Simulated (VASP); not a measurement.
Level of theory: PBE GGA, VASP's PBE PAW potentials (set 64) (plane waves; VASP 6.6.1).

Gaps are without spin-orbit coupling.

### Question
Order these relaxed crystals by band gap, smallest first: CdF2, Fm-3m (225); RbBr, Fm-3m (225); SiC, F-43m (216); ZnS, F-43m (216).

### Answer
SiC, F-43m (216) (1.37 eV), ZnS, F-43m (216) (2.02 eV), CdF2, Fm-3m (225) (2.86 eV), RbBr, Fm-3m (225) (4.18 eV)
